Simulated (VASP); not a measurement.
Method: AM05 GGA, VASP's PBE PAW potentials (set 64) (plane waves; VASP).

VASP ran on this input.

POSCAR:
```
TiO2
1
    4.5545849391     0.0000000000     0.0000000000
    0.0000000000     4.5545849391     0.0000000000
    0.0000000000     0.0000000000     2.9115357508
Ti O
2 4
Direct
  1.0000000000   1.0000000000   0.0000000000
  0.5000000000   0.5000000000   0.5000000000
  0.3046533745   0.3046533745   1.0000000000
  0.8046533745   0.1953466255   0.5000000000
  0.1953466255   0.8046533745   0.5000000000
  0.6953466255   0.6953466255   0.0000000000
```

INCAR:
```
! general
SYSTEM  = TiO2
PREC    = Accurate
ENCUT   = 520
LREAL   = .FALSE.
LASPH   = .TRUE.

! electronic loop
EDIFF   = 1E-7
NELM    = 100
ALGO    = Normal
LMAXMIX = 4

! smearing
ISMEAR  = 0
SIGMA   = 0.05

! functional
GGA     = AM

! ions
IBRION  = 2
NSW     = 30
ISIF    = 4
EDIFFG  = -0.01

! output
LWAVE   = .FALSE.
LCHARG  = .FALSE.
```

File KPOINTS:
```
K-points
0
gamma
5 5 8
```

POTCAR, in this order: Ti_sv O (PBE.64 set). Program: vasp_std.

What does the run give for the energy per atom (σ→0), band gap (on the k-mesh)?

```
Quantity                                   Value
------------------------  ----------------------
energy per atom (σ→0)     -879.5 kJ/mol of atoms
band gap (on the k-mesh)                 1.86 eV
```

### OSZICAR
```
...
       N       E                     dE             d eps       ncg     rms          rms(c)
DAV:   1    -0.546927075417E+02   -0.95054E-04   -0.18476E-02  1692   0.110E+00    0.658E-02
DAV:   2    -0.546926861229E+02    0.21419E-04   -0.54489E-04  1904   0.202E-01    0.421E-02
DAV:   3    -0.546926563936E+02    0.29729E-04   -0.68613E-05  2020   0.773E-02    0.138E-02
DAV:   4    -0.546926541102E+02    0.22833E-05   -0.19189E-05  2176   0.386E-02    0.374E-03
DAV:   5    -0.546926540304E+02    0.79855E-07   -0.17785E-06  1888   0.125E-02    0.211E-03
DAV:   6    -0.546926540066E+02    0.23729E-07   -0.15681E-07  1136   0.343E-03
   3 F= -.54692654E+02 E0= -.54692654E+02  d E =-.376941E-02
```

The compound is TiO2 in the rutile structure. This cell is one point of a volume scan, at 0.97 of the reference volume. Symmetry was kept, so distortions that lower it aren't found.
